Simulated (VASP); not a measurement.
**Bulk modulus against bond length in rock-salt oxides and chalcogenides of divalent metals**

r2SCAN in VASP (plane waves, PAW). Static lattice, from a third-order Birch-Murnaghan fit over five volumes at each level. The bond length is the nearest-neighbour distance.

Here d stands for bond length and y for ln of B0 in GPa.

| solid | bond length (Å) | ln of B0 in GPa | cut-off (eV) |
|---|---|---|---|
| MgO | 2.098 | 5.138 | 520 |
| CaO | 2.406 | 4.756 | 520 |
| MgS | 2.597 | 4.393 | 520 |
| MgSe | 2.732 | 4.206 | 520 |
| CaSe | 2.973 | 3.947 | 520 |
| SnTe | 3.186 | 3.782 | 520 |
| BaS | 3.226 | 3.787 | 520 |
| SrTe | 3.356 | 3.552 | 520 |
| BaTe | 3.544 | ? | 520 |

Problem. Using a straight line in ln d, estimate the missing y at d = 3.544 from the other rows, showing the fit.

Solution. With u = ln d - 1.03, the rows have u = -0.28902, -0.15203, -0.07564, -0.02497, 0.05957, 0.12877, 0.14124, 0.18075. Means: u -0.0039163, y 4.1951. About the means, the sum of products is -0.61489 and the sum of squares of u is 0.18562; the slope is their ratio. Least squares gives y = 4.1822 - 3.3126·u. Residuals (row less fit): -0.0016, 0.0702, -0.0398, -0.0589, -0.0379, 0.0264, 0.0727, -0.0314; standard error 0.0553 (degrees of freedom: 6). The slope is -3.31 with a standard error of 0.13. So B0 goes as d to the power -3.3 over these rows; such a law is empirical and holds within one kind of bonding. At the withheld row, u = 0.23526, so y = 4.1822 - 3.3126 × 0.23526 = 3.4029. The calculation gives 3.414, 0.0111 above the prediction (0.6 % of the range of y in the table). The row lies outside the fitted rows, so this is an extrapolation. From the scatter of the fitted rows alone, a prediction at this place has a standard error of 0.0663, so the miss is 0.2 times that.

The run's B0 for BaTe is 30 GPa. SnTe stands in this structure, which distorts at low temperature. The rows are a random draw from the solids of this series computed here; series whose standard error about the line passes 12 to 30 % of the range of y, or with no trend, aren't shown in this form.
